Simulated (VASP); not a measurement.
Level of theory: PBE GGA, VASP's PBE PAW potentials (set 64) (plane waves; VASP).

A VASP calculation is set up with these files.

POSCAR:
```
SrTi3
1
    4.5403980000     0.0000000000     0.0000000000
    0.0000000000     4.5403980000     0.0000000000
    0.0000000000     0.0000000000     4.5403980000
Ti Sr
3 1
Direct
  0.0000000000   0.5000000000   0.5000000000
  0.5000000000   0.5000000000   0.0000000000
  0.5000000000   0.0000000000   0.5000000000
  0.0000000000   0.0000000000   0.0000000000
```

### INCAR
```
LMAXMIX = 4   # l cut-off of mixed one-centre charges
LWAVE = .False.
GGA = PE   # PBE
ISMEAR = -1   # Fermi-Dirac
ENCUT = 300
ISIF = 2   # forces and stress, cell fixed
LREAL = .False.
PREC = Accurate
EDIFF = 1E-6   # SCF stop (eV)
LCHARG = .False.
SIGMA = 0.1   # width (eV)
LASPH = .True.   # aspherical one-centre terms
ALGO = Normal   # blocked Davidson
NELM = 100   # most electronic steps
SYSTEM = SrTi3
```

**KPOINTS**
```
Automatic mesh
0
Gamma
7 7 7
0 0 0
```

POTCAR, in this order: Ti_sv Sr_sv (PBE.64 set). Program: vasp_std.

Output

OSZICAR:
```
       N       E                     dE             d eps       ncg     rms          rms(c)
DAV:   1     0.449378600542E+03    0.44938E+03   -0.18363E+04  1088   0.136E+03
DAV:   2     0.342922747061E+02   -0.41509E+03   -0.41031E+03  1083   0.467E+02
DAV:   3    -0.212657411844E+02   -0.55558E+02   -0.54180E+02  1840   0.141E+02
DAV:   4    -0.273519786114E+02   -0.60862E+01   -0.59969E+01  1520   0.396E+01
DAV:   5    -0.277894504065E+02   -0.43747E+00   -0.43311E+00  1610   0.947E+00    0.397E+01
DAV:   6    -0.225562124003E+02    0.52332E+01   -0.60582E+01  1333   0.462E+01    0.665E+00
DAV:   7    -0.221274220530E+02    0.42879E+00   -0.66464E+00  1344   0.162E+01    0.667E+00
DAV:   8    -0.221164648112E+02    0.10957E-01   -0.76329E-01  1765   0.474E+00    0.239E+00
DAV:   9    -0.221103347980E+02    0.61300E-02   -0.58260E-02  1419   0.130E+00    0.134E+00
DAV:  10    -0.221061904270E+02    0.41444E-02   -0.37664E-02  1698   0.821E-01    0.268E-01
DAV:  11    -0.221060847418E+02    0.10569E-03   -0.36110E-03  1436   0.340E-01    0.100E-01
DAV:  12    -0.221061181968E+02   -0.33455E-04   -0.34075E-04  1704   0.111E-01    0.798E-02
DAV:  13    -0.221061175240E+02    0.67276E-06   -0.82619E-05  1417   0.342E-02    0.226E-02
DAV:  14    -0.221061186491E+02   -0.11251E-05   -0.25854E-05  1112   0.962E-03    0.761E-03
DAV:  15    -0.221061193668E+02   -0.71768E-06   -0.10906E-05   874   0.451E-03    0.171E-03
DAV:  16    -0.221061200622E+02   -0.69538E-06   -0.56261E-06   776   0.273E-03
   1 F= -.22106120E+02 E0= -.21997906E+02  d E =-.216428E+00
```

OUTCAR:
```
------------------------ aborting loop because EDIFF is reached ----------------------------------------
  FORCE on cell =-STRESS in cart. coord.  units (eV):
  Direction    XX          YY          ZZ          XY          YZ          ZX
  --------------------------------------------------------------------------------------
  Total       -2.0092321     -2.0092321     -2.0092321     -0.0000000     -0.0000000      0.0000000
  in kB      -34.3921170    -34.3921170    -34.3921170     -0.0000000     -0.0000000      0.0000000
  external PRESSURE =     -34.3921170 kB  Pullay stress =       0.0000000 kB
  volume of cell :       93.60
      direct lattice vectors                 reciprocal lattice vectors
     4.540398000  0.000000000  0.000000000     0.220245009  0.000000000  0.000000000
     0.000000000  4.540398000  0.000000000     0.000000000  0.220245009  0.000000000
     0.000000000  0.000000000  4.540398000     0.000000000  0.000000000  0.220245009
 POSITION                                       TOTAL-FORCE (eV/Angst)
 -----------------------------------------------------------------------------------
      0.00000      2.27020      2.27020         0.000000      0.000000      0.000000
      2.27020      2.27020      0.00000         0.000000      0.000000      0.000000
      2.27020      0.00000      2.27020         0.000000      0.000000      0.000000
      0.00000      0.00000      0.00000         0.000000      0.000000      0.000000
 -----------------------------------------------------------------------------------
    total drift:                                0.000000      0.000000      0.000000
  FREE ENERGIE OF THE ION-ELECTRON SYSTEM (eV)
  ---------------------------------------------------
  free  energy   TOTEN  =       -22.1061200622 eV

  energy  without entropy=      -21.8896925035  energy(sigma->0) =      -21.99790628
```
(Selected blocks of OUTCAR.)

At this cut-off the stress carries a Pulay error, which pulls relaxed volumes low.

The structure was generated: SrTi3 was put into an ordered model structure, which need not be its known phase. The cell was not relaxed at this level, and its volume differs by -5.9 % from the start's.
